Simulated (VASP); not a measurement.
Output of a VASP run:

OSZICAR:
```
       N       E                     dE             d eps       ncg     rms          rms(c)
DAV:   1     0.505057141633E+02    0.50506E+02   -0.33497E+03   464   0.824E+02
DAV:   2     0.354793727485E+01   -0.46958E+02   -0.46850E+02   520   0.142E+02
DAV:   3     0.111353686504E+01   -0.24344E+01   -0.24336E+01   632   0.392E+01
DAV:   4     0.106002266962E+01   -0.53514E-01   -0.53311E-01   760   0.505E+00
DAV:   5     0.105957006036E+01   -0.45261E-03   -0.45261E-03   720   0.300E-01    0.822E-01
DAV:   6     0.106204176416E+01    0.24717E-02   -0.41129E-03   688   0.467E-01    0.508E-01
DAV:   7     0.106269361102E+01    0.65185E-03   -0.54725E-03   624   0.577E-01    0.872E-02
DAV:   8     0.106259851164E+01   -0.95099E-04   -0.41210E-04   672   0.164E-01    0.151E-02
DAV:   9     0.106255472585E+01   -0.43786E-04   -0.71753E-05   544   0.526E-02    0.524E-03
DAV:  10     0.106252596842E+01   -0.28757E-04   -0.10267E-04   560   0.616E-02    0.285E-03
DAV:  11     0.106252128120E+01   -0.46872E-05   -0.21989E-05   568   0.309E-02    0.687E-04
DAV:  12     0.106252088405E+01   -0.39715E-06   -0.21674E-06   752   0.906E-03
   1 F= 0.10625209E+01 E0= 0.10630804E+01  d E =0.106252E+01
       N       E                     dE             d eps       ncg     rms          rms(c)
DAV:   1     0.105314835426E+01   -0.93729E-02   -0.19974E-01   464   0.333E+00    0.424E-01
DAV:   2     0.105980107849E+01    0.66527E-02   -0.17053E-02   464   0.109E+00    0.203E-01
DAV:   3     0.106168429602E+01    0.18832E-02   -0.10158E-02   688   0.639E-01    0.442E-02
DAV:   4     0.106163697918E+01   -0.47317E-04   -0.27508E-04   544   0.157E-01    0.234E-02
DAV:   5     0.106159537366E+01   -0.41606E-04   -0.67368E-05   736   0.708E-02    0.625E-03
DAV:   6     0.106159603711E+01    0.66344E-06   -0.84193E-07   520   0.840E-03
   2 F= 0.10615960E+01 E0= 0.10621641E+01  d E =-.924847E-03
       N       E                     dE             d eps       ncg     rms          rms(c)
DAV:   1     0.981466568941E+00   -0.80129E-01   -0.18508E+00   472   0.101E+01    0.130E+00
DAV:   2     0.104433199657E+01    0.62865E-01   -0.15687E-01   464   0.335E+00    0.610E-01
DAV:   3     0.106101227191E+01    0.16680E-01   -0.91809E-02   680   0.192E+00    0.129E-01
DAV:   4     0.106060326773E+01   -0.40900E-03   -0.21143E-03   512   0.453E-01    0.681E-02
DAV:   5     0.106024791589E+01   -0.35535E-03   -0.57322E-04   728   0.205E-01    0.231E-02
DAV:   6     0.106025010294E+01    0.21870E-05   -0.78535E-06   688   0.269E-02    0.129E-02
DAV:   7     0.106025159170E+01    0.14888E-05   -0.91333E-06   696   0.243E-02    0.316E-04
DAV:   8     0.106025140019E+01   -0.19152E-06   -0.17233E-07   304   0.367E-03
   3 F= 0.10602514E+01 E0= 0.10608503E+01  d E =-.226948E-02
```

### OUTCAR
```
------------------------ aborting loop because EDIFF is reached ----------------------------------------
  FORCE on cell =-STRESS in cart. coord.  units (eV):
  Direction    XX          YY          ZZ          XY          YZ          ZX
  --------------------------------------------------------------------------------------
  Total       -0.0060582     -0.0060582     -0.0060582     -0.0000000      0.0000000     -0.0000000
  in kB       -0.1130881     -0.1130881     -0.1130881     -0.0000000      0.0000000     -0.0000000
  external PRESSURE =      -0.1130881 kB  Pullay stress =       0.0000000 kB
  volume of cell :       85.83
      direct lattice vectors                 reciprocal lattice vectors
    -2.778814442  2.778814442  2.778814442     0.000000000  0.179932849  0.179932849
     2.778814442 -2.778814442  2.778814442     0.179932849  0.000000000  0.179932849
     2.778814442  2.778814442 -2.778814442     0.179932849  0.179932849  0.000000000
 POSITION                                       TOTAL-FORCE (eV/Angst)
 -----------------------------------------------------------------------------------
      0.00000      0.00000      0.00000         0.000000     -0.000000      0.000000
 -----------------------------------------------------------------------------------
    total drift:                               -0.000000      0.000000      0.000000
  FREE ENERGIE OF THE ION-ELECTRON SYSTEM (eV)
  ---------------------------------------------------
  free  energy   TOTEN  =         1.0602514002 eV

  energy  without entropy=        1.0620479675  energy(sigma->0) =        1.06085026

 reached required accuracy - stopping structural energy minimisation
```
(Selected blocks of OUTCAR.)

File POSCAR:
```
Rb
1
   -2.8250000000     2.8250000000     2.8250000000
    2.8250000000    -2.8250000000     2.8250000000
    2.8250000000     2.8250000000    -2.8250000000
Rb
1
Direct
  0.0000000000   0.0000000000   0.0000000000
```

Task: Write an INCAR and KPOINTS that could have produced this output.

Result: One answer among several that fit: the input of the run itself, vdW-DF2, plane waves, VASP's PBE PAW potentials (set 64).

### INCAR
```
# general
SYSTEM   = Rb
PREC     = Accurate
ENCUT    = 520   # plane-wave cut-off (eV)
LREAL    = .False.   # projection in real space or not
LASPH    = .True.

# electronic loop
EDIFF    = 1E-6   # SCF stop (eV)
NELM     = 100   # most electronic steps
ALGO     = Normal   # blocked Davidson
LMAXMIX  = 4

# smearing
ISMEAR   = 1   # Methfessel-Paxton
SIGMA    = 0.1   # width (eV)

# functional
GGA      = ML
LUSE_VDW = .True.
AGGAC    = 0.0
ZAB_VDW  = -1.8867

# ions
IBRION   = 2
NSW      = 60   # most ionic steps
ISIF     = 3
EDIFFG   = -0.01   # ionic stop

# output
LWAVE    = .False.
LCHARG   = .False.
```

**KPOINTS**
```
Automatic mesh
0
Gamma
8 8 8
0 0 0
```

POTCAR, in this order: Rb_sv (PBE.64 set). Program: vasp_std.

Energy and stress use the plane-wave basis of the starting cell.

The compound is Rb in the bcc structure. This run relaxes it. Symmetry was kept, so distortions that lower it aren't found.
